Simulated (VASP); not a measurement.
Energy against volume of PdIn (CsCl type). These are optB88-vdW, VASP's PBE PAW potentials (set 64) (plane waves; VASP) values and carry that method's errors. Run with 520 eV cut-off, 11×11×11 Γ-centred mesh, first-order Methfessel-Paxton smearing of 0.10 eV, potentials In_d Pd.

```csv
V (Å³/atom),E (eV/atom)
17.550,-1.23716
18.093,-1.24144
18.636,-1.23455
19.179,-1.21961
```

Question: Fit these four points and predict the energy of the run at 17.008 Å³/atom.

Answer: A cubic in V^(−2/3), the third-order Birch-Murnaghan form, passes through the four points with V0 = 18.00 Å³/atom and B0 = 114 GPa, and gives -1.2178 eV/atom there. The run gave -1.2190 eV/atom, -1.1 meV/atom from the fit; all five points give B0 = 111 GPa.

The compound is PdIn in the CsCl type structure. It was relaxed first.
